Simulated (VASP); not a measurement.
Consider the following.

```xyz
8
Lattice="5.2592 0.0000 0.0000 0.0000 5.2592 0.0000 0.0000 0.0000 5.2592" Properties=species:S:1:pos:R:3 pbc="T T T"
Zr     0.7763     0.7763     0.7763
Zr     3.4059     1.8533     4.4829
Zr     4.4829     3.4059     1.8533
Zr     1.8533     4.4829     3.4059
Si     4.4241     4.4241     4.4241
Si     1.7946     3.4646     0.8350
Si     0.8350     1.7946     3.4646
Si     3.4646     0.8350     1.7946
```

These are PBEsol GGA, VASP's PBE PAW potentials (set 64) (plane waves; VASP) values and carry that method's errors. Settings: 400 eV cut-off, 7×7×7 Γ-centred mesh, tetrahedra with Blöchl corrections, potentials Zr_sv Si.

The cores are frozen, which limits the accuracy of field gradients.

### Question
Give the principal components of the electric field gradient (V/Å²) and the asymmetry η at each nucleus.

### Answer

| atom | Vxx | Vyy | Vzz | η |
|---|---|---|---|---|
| Zr1 | -16.6 | -16.6 | 33.3 | 0.00 |
| Zr2 | -16.6 | -16.6 | 33.3 | 0.00 |
| Zr3 | -16.6 | -16.6 | 33.3 | 0.00 |
| Zr4 | -16.6 | -16.6 | 33.3 | 0.00 |
| Si5 | 15.6 | 15.6 | -31.3 | 0.00 |
| Si6 | 15.6 | 15.6 | -31.3 | 0.00 |
| Si7 | 15.6 | 15.6 | -31.3 | 0.00 |
| Si8 | 15.6 | 15.6 | -31.3 | 0.00 |

The structure was generated: ZrSi was put into the FeSi type (P2_13), which need not be its known phase. It was relaxed first, which changed the volume by +7 %.
